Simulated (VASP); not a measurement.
Here is the system:

```
In
1.0
   -1.65750     1.65750     2.52450
    1.65750    -1.65750     2.52450
    1.65750     1.65750    -2.52450
In
1
Direct
  0.00000   0.00000   0.00000
```

Method: PBE GGA, VASP's PBE PAW potentials (set 64) (plane waves; VASP). Run with 520 eV cut-off, 14×14×14 Γ-centred mesh, first-order Methfessel-Paxton smearing of 0.10 eV, potentials In.

Unless said otherwise, spin-orbit coupling is left out, though it shifts the bands of the heavy elements here.

Q: What does the run give for the energy per atom (σ→0), band gap (on the k-mesh) with the smallest direct gap where there is one?

A: 
| Quantity | Result |
|---|---|
| band gap (on the k-mesh) | none (metal, semimetal or under 0.01 eV) |
| energy per atom (σ→0) | -2.560 eV/atom |

The compound is In in the bct structure. The cell was not relaxed at this level. The run is one of a series of settings (ENCUT = 520, POTCAR In (PBE.64 set) against the base run), some of them coarse on purpose.
